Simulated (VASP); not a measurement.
Data:

```
CELL_PARAMETERS angstrom
      4.61185     0.00000     0.00000
      0.00000     4.61185     0.00000
      0.00000     0.00000     2.95938
ATOMIC_POSITIONS crystal
  Ti 0.00000 0.00000 0.00000
  Ti 0.50000 0.50000 0.50000
  O  0.30404 0.30404 0.00000
  O  0.80404 0.19596 0.50000
  O  0.19596 0.80404 0.50000
  O  0.69596 0.69596 0.00000
```

Computed with optB86b-vdW, VASP's PBE PAW potentials (set 64) (plane waves; VASP 6.6.1). Numerical set-up: 520 eV cut-off, Gaussian smearing of 0.050 eV, potentials Ti_sv O.

Task: What does the run give for the band gap (along the path) with the smallest direct gap where there is one?

Result: 
The band gap (along the path) is 1.81 eV and the smallest direct gap (along the path) is 1.81 eV.

Total energies compare only between runs with the same potentials, cut-off and functional.

The compound is TiO2 in the rutile structure. It was relaxed first.
